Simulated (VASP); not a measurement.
The system is BeF.

```
CELL_PARAMETERS angstrom
1.37427 0.79344 4.71404
-1.37427 0.79344 4.71404
0.00000 -1.58687 4.71404
ATOMIC_POSITIONS crystal
Be 0.37194 0.37194 0.37194
Be 0.62806 0.62806 0.62806
F 0.74738 0.74738 0.74738
F 0.25262 0.25262 0.25262
```

The cell was built by a generator and needn't be a form met in nature.

| Property | Result |
| --- | --- |
| Program | VASP 6.6.1 |
| Task | relaxation of cell and atoms |
| Functional | PBE |
| Dispersion | D3(BJ) |
| Potentials or basis | VASP PAW PBE potentials, release 64 (Be, F) |
| Cutoff | 600 eV |
| k mesh | 6 × 6 × 6 |
| Occupations | gaussian, width 0.1 eV |
| Spin | no spin polarisation |

At the start: pressure 51.6 GPa; volume 7.71 Å³/atom.

Q: Where does the relaxation end?

A: Over 12 steps the energy falls by 1394.9 meV/atom and the volume is 8.30 Å³/atom (+7.6 %); space group R-3m (No. 166, to 0.05 Å).

The path:
| step | energy change (eV) | largest force (eV/Å) | pressure (GPa) | volume (Å³) |
| --- | --- | --- | --- | --- |
| 1 | 0.0000 | 6.0915 | 51.55 | 30.84 |
| 2 | -3.7237 | 2.3339 | -15.69 | 43.11 |
| 3 | -3.7487 | 2.3357 | -13.21 | 42.10 |
| 4 | -5.0591 | 0.5675 | -17.09 | 39.87 |
| 5 | -5.1918 | 0.5860 | -17.05 | 39.12 |
| 6 | -5.2042 | 0.5811 | -16.92 | 38.90 |
| 7 | -5.4934 | 1.3536 | 3.74 | 32.85 |
| 8 | -5.5082 | 1.1408 | -0.73 | 33.82 |
| 9 | -5.5688 | 0.2874 | 0.71 | 32.68 |
| 10 | -5.5717 | 0.1510 | 0.40 | 32.87 |
| 11 | -5.5748 | 0.1214 | 0.29 | 32.95 |
| 12 | -5.5794 | 0.0398 | -0.03 | 33.19 |

Final structure:
```
Be F
1.0
     1.26048    0.72774    6.03120
    -1.26048    0.72774    6.03120
     0.00000   -1.45548    6.03120
Be F
2 2
Direct
  0.38575 0.38575 0.38575
  0.61425 0.61425 0.61425
  0.76957 0.76957 0.76957
  0.23043 0.23043 0.23043
```

Caveat: the k mesh is coarse (spacing up to 0.45 Å⁻¹), so the values aren't converged; pairwise dispersion overbinds metals, which lowers pressure and volume.
